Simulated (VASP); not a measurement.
An input for Quantum ESPRESSO's pw.x (written as the equivalent of a VASP run, and not itself run):

```
&CONTROL
  calculation = 'vc-relax'
  pseudo_dir = './pseudo'
  outdir = './out'
  tprnfor = .true.
  tstress = .true.
  nstep = 60
  forc_conv_thr = 0.00078
/
&SYSTEM
  ibrav = 0
  nat = 3
  ntyp = 2
  ecutwfc = 76
  occupations = 'smearing'
  smearing = 'methfessel-paxton'
  degauss = 0.00735
  input_dft = 'pbe'
  vdw_corr = 'grimme-d3'
  dftd3_version = 4
  dftd3_threebody = .false.
/
&ELECTRONS
  conv_thr = 7.3e-08
  electron_maxstep = 100
/
&IONS
/
&CELL
/
ATOMIC_SPECIES
  Zr 91.224 Zr.upf
  B 10.810 B.upf
CELL_PARAMETERS angstrom
     1.5728330   -2.7242272    0.0000000
     1.5728330    2.7242272    0.0000000
     0.0000000   -0.0000000    3.5094264
ATOMIC_POSITIONS crystal
  Zr   0.0000000  0.0000000  0.0000000
  B    0.3333330  0.6666670  0.5000000
  B    0.6666670  0.3333330  0.5000000
K_POINTS automatic
  10 10 8 0 0 0
```

Question: Write the VASP files for the same calculation (PBE-D3(BJ)).

Answer: This is not unique; one that fits is 
File POSCAR:
```
ZrB2
1
    1.5728330368    -2.7242271908     0.0000000000
    1.5728330368     2.7242271908     0.0000000000
    0.0000000000    -0.0000000000     3.5094264202
Zr B
1 2
Direct
  0.0000000000   0.0000000000   0.0000000000
  0.3333330000   0.6666670000   0.5000000000
  0.6666670000   0.3333330000   0.5000000000
```

KPOINTS:
```
Automatic mesh
0
Gamma
10 10 8
0 0 0
```

**INCAR**
```
# general
SYSTEM  = ZrB2
PREC    = Accurate
ENCUT   = 520
LREAL   = .FALSE.
LASPH   = .TRUE.

# electronic loop
EDIFF   = 1E-6
NELM    = 100
ALGO    = Normal
LMAXMIX = 4

# smearing
ISMEAR  = 1
SIGMA   = 0.1

# functional
GGA     = PE
IVDW    = 12

# ions
IBRION  = 2
NSW     = 60
ISIF    = 3
EDIFFG  = -0.02

# output
LWAVE   = .FALSE.
LCHARG  = .FALSE.
```

POTCAR, in this order: Zr_sv B (PBE.64 set). Program: vasp_std.

The two are equivalent in intent, not identical: the potentials are each code's own (VASP's PAW set, PseudoDojo norm-conserving files in pw.x), so ENCUT and ecutwfc are chosen apart and not converted; conv_thr bounds pw.x's estimated SCF error, while EDIFF bounds the energy change between steps; forc_conv_thr acts on force components and is met together with etot_conv_thr.

The compound is ZrB2 in the AlB2 type structure. This run relaxes it. Symmetry was kept, so distortions that lower it aren't found. The start is the result of an earlier pass.
